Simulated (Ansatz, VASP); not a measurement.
One calculation of LiBeF3, two programs

```
Li Be F
1.0
     2.76952    0.00000    0.00000
     0.00000    2.61538    4.07370
     0.00000   -2.61538    4.07370
Li Be F
1 1 3
Direct
  0.50000 0.69371 0.69371
  0.00000 0.05478 0.05478
  0.50000 0.94455 0.94455
  0.00000 0.90531 0.40118
  0.00000 0.40118 0.90531
```

Change from the starting cell: the structure that the rattled cell fell into.

Alike in both runs: task relaxation of cell and atoms; functional PBE; k mesh 8 × 6 × 6; occupations gaussian, width 0.02 eV; no spin polarisation.

```csv
,VASP,Ansatz
version,VASP 6.6.1,Ansatz 0.2.0
potentials or method,"VASP PAW PBE potentials, release 64 (Li_sv, Be, F)","scalar-relativistic, plane waves, PAW"
plane-wave cutoff (eV),600,420
valence electrons in the cell,26,26
```

Ansatz gave:

| Item | Value |
| --- | --- |
| gap on the k mesh at the Fermi level, each at its own relaxed structure (eV) | 7.53 |
| relaxed volume (Å³/atom) | 11.82 |
| relaxed cell length with the largest relative difference (Å) | 4.848 |

Problem. What did VASP give for the same quantities?

Solution. gap on the k mesh at the Fermi level, each at its own relaxed structure (eV): 7.54; relaxed volume (Å³/atom): 11.70; relaxed cell length with the largest relative difference (Å): 4.819.

Caveats: the cutoff is under 1.25 times the usual one of these potentials, so pressure, stress and relaxed cells hold a basis-set (Pulay) error (VASP). A k mesh can miss the band edges.
